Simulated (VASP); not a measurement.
An input for Ansatz (written as the equivalent of a VASP run, and not itself run):

Ansatz 0.2 input:
```yaml
crystal:
  lattice:
    - [0.0000000, 3.5152177, 3.5152177]
    - [3.5152177, 0.0000000, 3.5152177]
    - [3.5152177, 3.5152177, 0.0000000]
  atoms:
    - { symbol: K, position: [0.2500000, 0.2500000, 0.2500000] }
    - { symbol: K, position: [0.7500000, 0.7500000, 0.7500000] }
    - { symbol: S, position: [0.0000000, 0.0000000, 0.0000000] }
kpoints:
  mp_grid: { grid: [6, 6, 6] }
hamiltonian:
  xc: pbe
  pseudopotentials: { kind: paw }
scf:
  occupations: { method: gaussian, width: 0.05 }
  max_iter: 100
relax:
  max_steps: 40
  f_tol: 0.02
  cell: { p_target: 10 }
output: { forces: true, stress: true, eigenvalues: true }
```

Q: Translate this input to VASP (INCAR, KPOINTS, POSCAR, choice of POTCAR).

A: This is not unique; one that fits is 
KPOINTS:
```
Regular mesh
0
G
6 6 6
```

**INCAR**
```
SYSTEM=K2S
PREC=Accurate; ENCUT=500; LREAL=F
LASPH=T
EDIFF=1E-6; NELM=100; ALGO=Normal
ISMEAR=0; SIGMA=0.05
GGA=PE
IBRION=2; NSW=40; ISIF=3
EDIFFG=-0.02; PSTRESS=100
LWAVE=F; LCHARG=F
```

**POSCAR**
```
K2S
1.0
  0.0000000000   3.5152177110   3.5152177110
  3.5152177110   0.0000000000   3.5152177110
  3.5152177110   3.5152177110   0.0000000000
K S
2 1
Cartesian
  1.7576088555   1.7576088555   1.7576088555
  5.2728265665   5.2728265665   5.2728265665
  0.0000000000   0.0000000000   0.0000000000
```

POTCAR, in this order: K_sv S (PBE.64 set). Program: vasp_std.

Limits of the translation: each code has its own PAW files, so the cut-off isn't converted (ENCUT is set for VASP's; basis.ecutwfc is left out, and Ansatz then takes the one that its files recommend); Ansatz stops its SCF on the density residual and VASP on the energy change (EDIFF).

The compound is K2S in the antifluorite structure. This run relaxes it under an external pressure of 10 GPa. Symmetry was kept, so distortions that lower it aren't found.
